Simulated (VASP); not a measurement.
Here is the system:

```
CELL_PARAMETERS angstrom
      1.65765    -5.56974     0.00000
      1.65765     5.56974     0.00000
      0.00000     0.00000     4.54565
ATOMIC_POSITIONS crystal
  P  0.09503 0.90497 0.91373
  P  0.40497 0.59503 0.41373
  P  0.59503 0.40497 0.58627
  P  0.90497 0.09503 0.08627
```

Calculation: PBE GGA, VASP's PBE PAW potentials (set 64) (plane waves; VASP). Run with 400 eV cut-off, 8×8×6 Γ-centred mesh, tetrahedra with Blöchl corrections, potentials P.

The cores are frozen, which limits the accuracy of field gradients. Without a dispersion term in the relaxation, distances and binding between the weakly bound layers, chains or molecules are unreliable, and so is what depends on them.

Give the principal components of the electric field gradient (V/Å²) and the asymmetry η at each nucleus.

| atom | Vxx | Vyy | Vzz | η |
|---|---|---|---|---|
| P1 | 40.9 | 35.8 | -76.7 | 0.07 |
| P2 | 40.9 | 35.8 | -76.7 | 0.07 |
| P3 | 40.9 | 35.8 | -76.7 | 0.07 |
| P4 | 40.9 | 35.8 | -76.7 | 0.07 |

The compound is P in the black structure. It was relaxed first, which changed the volume by +10 %.
